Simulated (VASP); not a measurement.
Data:

```xyz
1
Lattice="-1.5391 1.5391 1.5391 1.5391 -1.5391 1.5391 1.5391 1.5391 -1.5391" Properties=species:S:1:pos:R:3 pbc="T T T"
W      1.5391    -1.5391     1.5391
```

All values below come from LDA (Ceperley-Alder, Perdew-Zunger), VASP's LDA PAW potentials (set 64) (plane waves; VASP 6.6.1). Numerical set-up: 520 eV cut-off, 16×16×16 Γ-centred mesh, first-order Methfessel-Paxton smearing of 0.10 eV, potentials W_sv.

Give the stress tensor in GPa (positive for a compressed cell).

```
23.37   0.00   0.00
 0.00  23.37   0.00
 0.00   0.00  23.37
```
The pressure is its mean diagonal, 23.37 GPa.

The compound is W in the bcc structure. This cell is one point of a volume scan, at 0.94 of the reference volume.
